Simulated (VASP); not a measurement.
Output of a VASP run:

**OSZICAR**
```
       N       E                     dE             d eps       ncg     rms          rms(c)
DAV:   1     0.225820858135E+02    0.22582E+02   -0.42572E+03  2232   0.694E+02
DAV:   2    -0.277342814559E+01   -0.25356E+02   -0.24095E+02  1931   0.147E+02
DAV:   3    -0.293148519171E+01   -0.15806E+00   -0.15802E+00  2228   0.131E+01
DAV:   4    -0.293178636450E+01   -0.30117E-03   -0.30117E-03  2058   0.521E-01
DAV:   5    -0.293178832836E+01   -0.19639E-05   -0.19629E-05  2134   0.368E-02    0.620E+00
DAV:   6    -0.267971187896E+01    0.25208E+00   -0.10976E+00  1901   0.115E+01    0.394E+00
DAV:   7    -0.266782271060E+01    0.11889E-01   -0.16058E-02  1999   0.136E+00    0.211E+00
DAV:   8    -0.266421562596E+01    0.36071E-02   -0.61398E-04  1934   0.206E-01    0.862E-02
DAV:   9    -0.266422665353E+01   -0.11028E-04   -0.12524E-05  2151   0.385E-02    0.146E-02
DAV:  10    -0.266423223387E+01   -0.55803E-05   -0.28281E-06  2021   0.172E-02    0.564E-03
DAV:  11    -0.266423203226E+01    0.20161E-06   -0.19141E-07   963   0.494E-03
   1 F= -.26642320E+01 E0= -.26595350E+01  d E =-.939398E-02
```

**OUTCAR**
```
------------------------ aborting loop because EDIFF is reached ----------------------------------------
  FORCE on cell =-STRESS in cart. coord.  units (eV):
  Direction    XX          YY          ZZ          XY          YZ          ZX
  --------------------------------------------------------------------------------------
  Total        1.2942361      1.2942361      1.2942361      0.0000000     -0.0000000     -0.0000000
  in kB      129.3500573    129.3500573    129.3500573      0.0000000     -0.0000000     -0.0000000
  external PRESSURE =     129.3500573 kB  Pullay stress =       0.0000000 kB
  volume of cell :       16.03
      direct lattice vectors                 reciprocal lattice vectors
     0.000000000  2.001286000  2.001286000    -0.249839353  0.249839353  0.249839353
     2.001286000  0.000000000  2.001286000     0.249839353 -0.249839353  0.249839353
     2.001286000  2.001286000  0.000000000     0.249839353  0.249839353 -0.249839353
 POSITION                                       TOTAL-FORCE (eV/Angst)
 -----------------------------------------------------------------------------------
      0.00000      0.00000      0.00000         0.000000      0.000000      0.000000
 -----------------------------------------------------------------------------------
    total drift:                                0.000000      0.000000      0.000000
  FREE ENERGIE OF THE ION-ELECTRON SYSTEM (eV)
  ---------------------------------------------------
  free  energy   TOTEN  =        -2.6642320323 eV

  energy  without entropy=       -2.6548380508  energy(sigma->0) =       -2.65953504
```
(Selected blocks of OUTCAR.)

File POSCAR:
```
Ag
1
    0.0000000000     2.0012860000     2.0012860000
    2.0012860000     0.0000000000     2.0012860000
    2.0012860000     2.0012860000     0.0000000000
Ag
1
Direct
  0.0000000000   0.0000000000   0.0000000000
```

### Question
Write an INCAR and KPOINTS that could have produced this output.

### Answer
One answer among several that fit: the input of the run itself, PBE GGA, plane waves, VASP's PBE PAW potentials (set 64).

### KPOINTS
```
Automatic mesh
0
Gamma
 14 14 14
0 0 0
```

INCAR:
```
# general
SYSTEM =Ag
PREC   =Accurate
ENCUT  =300
LREAL  =F
LASPH  =T

# electronic loop
EDIFF  =1E-6
NELM   =100
ALGO   =Normal
LMAXMIX=4

# smearing
ISMEAR =0
SIGMA  =0.272

# functional
GGA    =PE

# ions
ISIF   =2

# output
LWAVE  =F
LCHARG =F
```

POTCAR, in this order: Ag (PBE.64 set). Program: vasp_std.

At this cut-off the stress carries a Pulay error, which pulls relaxed volumes low.

The structure comes from a computed database's Ag entry; how it stands against other phases isn't given here. The cell was not relaxed at this level.
